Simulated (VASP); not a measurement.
Input:

```xyz
2
Lattice="0.0000 2.7967 2.7967 2.7967 0.0000 2.7967 2.7967 2.7967 0.0000" Properties=species:S:1:pos:R:3 pbc="T T T"
Al     0.0000     0.0000     0.0000
P      1.3983     1.3983     1.3983
```

Method: RPBE GGA, VASP's PBE PAW potentials (set 64) (plane waves; VASP). Settings: 520 eV cut-off, 8×8×8 Γ-centred mesh, Gaussian smearing of 0.050 eV, potentials Al P.

Task: What does the run give for the energy per atom (σ→0), pressure, band gap (on the k-mesh) with the smallest direct gap where there is one?

Result: 
```
Item                                         Result
-----------------------------------  --------------
band gap (on the k-mesh)                    1.80 eV
smallest direct gap (on the k-mesh)         2.84 eV
energy per atom (σ→0)                -4.913 eV/atom
pressure                                  -2.20 GPa
```

Total energies compare only between runs with the same potentials, cut-off and functional.

The compound is AlP in the zinc blende structure. This cell is one point of a volume scan, at 1.03 of the reference volume.
